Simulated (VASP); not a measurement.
Si2B3:

```
Si B
1.0
     3.45000    0.00000    0.00000
    -1.72500    2.98779    0.00000
     0.00000    0.00000    4.95000
Si B
2 3
Direct
  0.66667 0.33333 0.85100
  0.33333 0.66667 0.14900
  0.00000 0.00000 0.00000
  0.33333 0.66667 0.64800
  0.66667 0.33333 0.35200
```

The cell was built by a generator and needn't be a form met in nature.

* Program: VASP 6.6.1
* Task: relaxation of cell and atoms
* Functional: PBE
* Potentials or basis: VASP PAW PBE potentials, release 64 (Si, B)
* Cutoff: 520 eV
* k mesh: 6 × 6 × 4
* Occupations: gaussian, width 0.15 eV
* Spin: no spin polarisation

At the start: pressure 0.9 GPa; volume 10.20 Å³/atom.

How do energy, volume and symmetry change on relaxing?

Over 21 steps the energy falls by 990.4 meV/atom and the volume is 9.43 Å³/atom (-7.6 %); space group P-3m1 (No. 164, to 0.05 Å).

The path:
| step | energy change (eV) | largest force (eV/Å) | pressure (GPa) | volume (Å³) |
| --- | --- | --- | --- | --- |
| 1 | 0.0000 | 3.4294 | 0.89 | 51.02 |
| 2 | -1.3781 | 2.4127 | -6.99 | 51.44 |
| 3 | -1.6840 | 1.4098 | -6.16 | 51.71 |
| 4 | -2.4197 | 3.4942 | -1.42 | 49.93 |
| 5 | -2.5863 | 5.0643 | 2.63 | 48.93 |
| 6 | -3.1555 | 4.9385 | 1.54 | 48.47 |
| 7 | -4.2403 | 3.5181 | 2.32 | 46.67 |
| 8 | -4.2612 | 3.0626 | 4.20 | 45.94 |
| 9 | -4.2789 | 3.2308 | 3.26 | 46.22 |
| 10 | -4.4414 | 2.4884 | 0.64 | 46.54 |
| 11 | -4.6382 | 1.5551 | -4.54 | 47.37 |
| 12 | -4.6440 | 1.7164 | -5.29 | 47.53 |
| 13 | -4.7517 | 1.4468 | -3.37 | 47.06 |
| 14 | -4.8669 | 0.5311 | 3.26 | 45.70 |
| 15 | -4.8720 | 0.7128 | 1.75 | 45.96 |
| 16 | -4.9095 | 0.5676 | 1.34 | 46.19 |
| 17 | -4.9444 | 0.2717 | 0.89 | 46.67 |
| 18 | -4.9510 | 0.1435 | 0.66 | 46.96 |
| 19 | -4.9511 | 0.1162 | 0.63 | 46.93 |
| 20 | -4.9511 | 0.1080 | 0.65 | 46.93 |
| 21 | -4.9520 | 0.0573 | 0.13 | 47.13 |

Final structure:
```
Si B
1.0
     3.06931    0.00000    0.00000
    -1.53465    2.65810    0.00000
     0.00000    0.00000    5.77644
Si B
2 3
Cartesian
  1.5347 0.8860 4.6719
  0.0000 1.7721 1.1045
  3.0693 0.0000 0.0000
  0.0000 1.7721 3.0654
  1.5347 0.8860 2.7110
```
